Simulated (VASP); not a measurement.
# VASP 6.6.1 run: BiB

INCAR

```
LASPH = .TRUE.
SIGMA = 0.2
ALGO = Conjugate
NELM = 120
ISIF = 2
LWAVE = .FALSE.
ISMEAR = -1
NSW = 0
PREC = Accurate
ENCUT = 520
EDIFF = 1E-7
LCHARG = .FALSE.
NBANDS = 16
IBRION = -1
GGA = PS
LREAL = .FALSE.
```

KPOINTS

```
KPOINTS created by Atomic Simulation Environment
0
Gamma
6 6 6
0 0 0
```

POSCAR

```
B  Bi
 1.0000000000000000
    -0.0117000000000000    2.7383999999999999    2.6791999999999998
     2.7484000000000002    0.0330000000000000    2.6345000000000001
     2.8163999999999998    2.7618000000000000   -0.0351000000000000
 B   Bi
   1   1
Cartesian
  5.4146812899999999  2.7707975999999999  2.7055169999999999
  1.4512778200000001  1.3400916000000000  1.4012860000000000
```

The recommended PBE PAW datasets give the neutral cell 18 valence electrons.

Command

```
mpirun -np 1 vasp_std
```

OSZICAR

```
N       E                     dE             d eps       ncg     rms           ort
DAV:   1     0.131222952297E+03    0.13122E+03   -0.97676E+03  1792   0.149E+03
DAV:   2    -0.162624535487E+01   -0.13285E+03   -0.12834E+03  1792   0.341E+02
DAV:   3    -0.997857460278E+01   -0.83523E+01   -0.83051E+01  1792   0.840E+01
DAV:   4    -0.101706545888E+02   -0.19208E+00   -0.19204E+00  1792   0.138E+01
DAV:   5    -0.101770115827E+02   -0.63570E-02   -0.63569E-02  1792   0.224E+00
SDA:   6    -0.845249684675E+01    0.17245E+01   -0.63569E-02  1792   0.359E+01   0.000E+00
CGA:   7    -0.932452561243E+01   -0.87203E+00   -0.86763E+00  1792   0.680E+00   0.788E-01
CGA:   8    -0.945566814965E+01   -0.13114E+00   -0.13118E+00  1792   0.687E-01   0.182E-02
CGA:   9    -0.948158301266E+01   -0.25915E-01   -0.25841E-01  1792   0.115E-01   0.381E-03
CGA:  10    -0.948550899592E+01   -0.39260E-02   -0.39209E-02  1792   0.953E-03   0.370E-04
CGA:  11    -0.948591682177E+01   -0.40783E-03   -0.40831E-03  1792   0.283E-03  -0.253E-05
CGA:  12    -0.948600263576E+01   -0.85814E-04   -0.85214E-04  1792   0.917E-04   0.118E-04
CGA:  13    -0.948604280931E+01   -0.40174E-04   -0.40195E-04  1792   0.363E-04  -0.126E-06
CGA:  14    -0.948605581312E+01   -0.13004E-04   -0.12773E-04  1792   0.609E-05   0.291E-05
CGA:  15    -0.948605824483E+01   -0.24317E-05   -0.23589E-05  1792   0.184E-05   0.943E-06
CGA:  16    -0.948605911079E+01   -0.86596E-06   -0.92335E-06  1792   0.844E-06  -0.394E-06
SDA:  17    -0.948605922732E+01   -0.11654E-06   -0.13810E-06  1792   0.286E-06   0.219E-06
SDA:  18    -0.948605928060E+01   -0.53276E-07   -0.62235E-07  1792   0.701E-07   0.113E-06
   1 F= -.94860593E+01 E0= -.94663821E+01  d E =-.393544E-01
```

From OUTCAR

```
k-points           NKPTS =    112   k-points in BZ     NKDIM =    112   number of bands    NBANDS=     16

   NELECT =      18.0000    total number of electrons

   dimension x,y,z NGX =    28 NGY =   28 NGZ =   30
   dimension x,y,z NGXF=    56 NGYF=   56 NGZF=   60

  energy-cutoff  :      520.00
  volume of cell :       40.76
      direct lattice vectors                 reciprocal lattice vectors
    -0.011700000  2.738400000  2.679200000    -0.178556630  0.184424690  0.183966228
     2.748400000  0.033000000  2.634500000     0.183915743 -0.185136587  0.190030548
     2.816400000  2.761800000 -0.035100000     0.174846208  0.181432739 -0.184678154

 k-points in reciprocal lattice and weights: KPOINTS created by Atomic Simulation Env
   0.00000000  0.00000000  0.00000000       0.005
   0.16666667 -0.00000000  0.00000000       0.009
   0.33333333  0.00000000  0.00000000       0.009
   0.50000000  0.00000000  0.00000000       0.005
   0.00000000  0.16666667 -0.00000000       0.009
   0.16666667  0.16666667 -0.00000000       0.009
   0.33333333  0.16666667  0.00000000       0.009
   0.50000000  0.16666667 -0.00000000       0.009
   ...

 E-fermi :   7.3068

 k-point     1 :       0.0000    0.0000    0.0000
  band No.  band energies     occupation
      1     -16.0000      2.00000
      2     -15.9853      2.00000
      3     -15.9346      2.00000
      4     -15.8746      2.00000
      5     -15.8717      2.00000
      6      -7.1544      2.00000
      7       6.2766      1.98848
      8       7.1544      1.36369
      9       7.5714      0.42068
     10       8.0002      0.06054
     11       9.2746      0.00011
     12       9.9270      0.00000
     13      11.0285      0.00000
     14      13.2435      0.00000
     15      17.1864      0.00000
     16      17.4686      0.00000

 k-point     2 :       0.1667   -0.0000    0.0000
  band No.  band energies     occupation
      1     -15.9940      2.00000
      2     -15.9769      2.00000
      3     -15.9312      2.00000
      4     -15.8718      2.00000
      5     -15.8711      2.00000
      6      -6.8147      2.00000
      7       4.4578      2.00000
      8       5.9098      1.99815
      9       6.9407      1.72363
     10       7.8993      0.09832
     11      10.1209      0.00000
     12      11.1048      0.00000
     13      11.5281      0.00000
     14      14.8202      0.00000
     15      16.3815      0.00000
     16      16.7403      0.00000

 k-point     3 :       0.3333    0.0000    0.0000
  band No.  band energies     occupation
      1     -15.9867      2.00000
      2     -15.9642      2.00000
      3     -15.9277      2.00000
      4     -15.8671      2.00000
      5     -15.8572      2.00000
      6      -5.9214      2.00000
      7       1.3429      2.00000
      8       5.3509      1.99989
      9       6.2691      1.98890
     10       7.4576      0.64001
     11      10.4046      0.00000
     12      12.1289      0.00000
     13      12.6588      0.00000
     14      14.8894      0.00000
     15      16.9711      0.00000
     16      17.5431      0.00000

 ...

  Total       -0.2860199      0.5381163      0.9159370     -0.5812314     -1.5730111      0.8599026
  in kB      -11.2440608     21.1545176     36.0074701    -22.8494661    -61.8384766     33.8046349
  external PRESSURE =      15.3059756 kB  Pullay stress =       0.0000000 kB

 POSITION                                       TOTAL-FORCE (eV/Angst)
 -----------------------------------------------------------------------------------
      5.41468      2.77080      2.70552         2.054225     -0.432625      0.224133
      1.45128      1.34009      1.40129        -2.054225      0.432625     -0.224133
 -----------------------------------------------------------------------------------
    total drift:                               -0.000182     -0.000088      0.000206

  FREE ENERGIE OF THE ION-ELECTRON SYSTEM (eV)
  ---------------------------------------------------
  free  energy   TOTEN  =        -9.4860592806 eV

  energy  without entropy=       -9.4467048612  energy(sigma->0) =       -9.46638207
```

It converged. Results: gap between bands v and c on the k mesh -0.28 eV (bands overlap: a metal); least direct gap on the k mesh 0.43 eV; pressure 1.5 GPa; largest force 2.11 eV/Å. Band v is the last that the valence electrons fill when counted band by band, and c is the next.

For comparison, a separate PBEsol run of the intended cell, on usual settings and not on those above, gives a gap of -0.28 eV on its mesh and a pressure of 1.2 GPa.

The run above took about 82 s on one core of a shared host (Intel Xeon Platinum 8488C) and held 0.27 GiB at most.
